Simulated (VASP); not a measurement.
Computed with PBE GGA, VASP's PBE PAW potentials (set 64) (plane waves; VASP).

The input files of a VASP run:

**KPOINTS**
```
Automatic mesh
0
Gamma
7 7 7
0 0 0
```

### POSCAR
```
KI
1
    0.0000000000     3.5940898727     3.5940898727
    3.5940898727     0.0000000000     3.5940898727
    3.5940898727     3.5940898727     0.0000000000
K I
1 1
Direct
  0.0000000000   0.0000000000   0.0000000000
  0.5000000000   0.5000000000   0.5000000000
```

### INCAR
```
SYSTEM = KI
PREC = Normal
ENCUT = 400
EDIFF = 1E-5
NELM = 100
ALGO = Fast
LREAL = .FALSE.
LASPH = .TRUE.
ISMEAR = 0
SIGMA = 0.05
GGA = PE
LMAXMIX = 4
LWAVE = .FALSE.
LCHARG = .FALSE.
NELMIN = 4
IBRION = 2
ISIF = 2
NSW = 20
EDIFFG = -0.03
```

POTCAR, in this order: K_sv I (PBE.64 set). Program: vasp_std.

Unless said otherwise, spin-orbit coupling is left out, though it shifts the bands of the heavy elements here.

**Question.** Predict the energy per atom (σ→0), band gap (on the k-mesh).

**Answer.** 
```
Quantity                           Value
------------------------  --------------
energy per atom (σ→0)     -2.783 eV/atom
band gap (on the k-mesh)         3.85 eV
```

OSZICAR:
```
...
RMM:   7    -0.556055981665E+01    0.30994E-02   -0.20312E-01   521   0.186E+00    0.822E-01
RMM:   8    -0.556557374039E+01   -0.50139E-02   -0.16612E-02   506   0.802E-01    0.245E-01
RMM:   9    -0.556474317471E+01    0.83057E-03   -0.37060E-03   548   0.320E-01    0.605E-02
RMM:  10    -0.556491893095E+01   -0.17576E-03   -0.11982E-03   563   0.172E-01    0.443E-02
RMM:  11    -0.556500856953E+01   -0.89639E-04   -0.30072E-04   533   0.119E-01    0.232E-02
RMM:  12    -0.556502113656E+01   -0.12567E-04   -0.17598E-04   496   0.682E-02    0.171E-02
RMM:  13    -0.556502699213E+01   -0.58556E-05   -0.67687E-05   421   0.379E-02
   1 F= -.55650270E+01 E0= -.55650270E+01  d E =-.556503E+01
```

The compound is KI in the rock salt structure. It was relaxed first, which changed the volume by +5 %.
